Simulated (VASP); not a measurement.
An input for Quantum ESPRESSO's pw.x (written as the equivalent of a VASP run, and not itself run):

```
&CONTROL
  calculation = 'scf'
  pseudo_dir = './pseudo'
  outdir = './out'
  tprnfor = .true.
  tstress = .true.
/
&SYSTEM
  ibrav = 0
  nat = 2
  ntyp = 2
  ecutwfc = 96
  occupations = 'smearing'
  smearing = 'methfessel-paxton'
  degauss = 0.00735
  input_dft = 'vdw-df2-b86r'
/
&ELECTRONS
  conv_thr = 7.3e-09
  electron_maxstep = 100
/
ATOMIC_SPECIES
  Ga 69.723 Ga.upf
  Co 58.933 Co.upf
CELL_PARAMETERS angstrom
     2.8009757    0.0000000    0.0000000
     0.0000000    2.8009757    0.0000000
     0.0000000    0.0000000    2.8009757
ATOMIC_POSITIONS crystal
  Ga   0.5000000  0.5000000  0.5000000
  Co   0.0000000  0.0000000  0.0000000
K_POINTS automatic
  13 13 13 0 0 0
```

Write the VASP files for the same calculation (rev-vdW-DF2).

One answer among several that fit: 
### INCAR
```
# general
SYSTEM   = CoGa
PREC     = Accurate
ENCUT    = 520   # plane-wave cut-off (eV)
LREAL    = .FALSE.   # projection in real space or not
LASPH    = .TRUE.

# electronic loop
EDIFF    = 1E-7   # SCF stop (eV)
NELM     = 100
ALGO     = Normal   # blocked Davidson
LMAXMIX  = 4   # l cut-off of mixed one-centre charges

# smearing
ISMEAR   = 1   # Methfessel-Paxton
SIGMA    = 0.1

# functional
GGA      = MK
LUSE_VDW = .TRUE.
AGGAC    = 0.0
PARAM1   = 0.1234568
PARAM2   = 0.7114
ZAB_VDW  = -1.8867

# ions
ISIF     = 2   # forces and stress, cell fixed

# output
LWAVE    = .FALSE.
LCHARG   = .FALSE.
```

KPOINTS:
```
Automatic mesh
0
Gamma
13 13 13
0 0 0
```

POSCAR:
```
CoGa
1
    2.8009757302     0.0000000000     0.0000000000
    0.0000000000     2.8009757302     0.0000000000
    0.0000000000     0.0000000000     2.8009757302
Ga Co
1 1
Direct
  0.5000000000   0.5000000000   0.5000000000
  0.0000000000   0.0000000000   0.0000000000
```

POTCAR, in this order: Ga_d Co (PBE.64 set). Program: vasp_std.

What does not carry over: the potentials are each code's own (VASP's PAW set, PseudoDojo norm-conserving files in pw.x), so ENCUT and ecutwfc are chosen apart and not converted; conv_thr bounds pw.x's estimated SCF error, while EDIFF bounds the energy change between steps.

The compound is CoGa in the CsCl type structure. This cell is one point of a volume scan, at 0.94 of the reference volume.
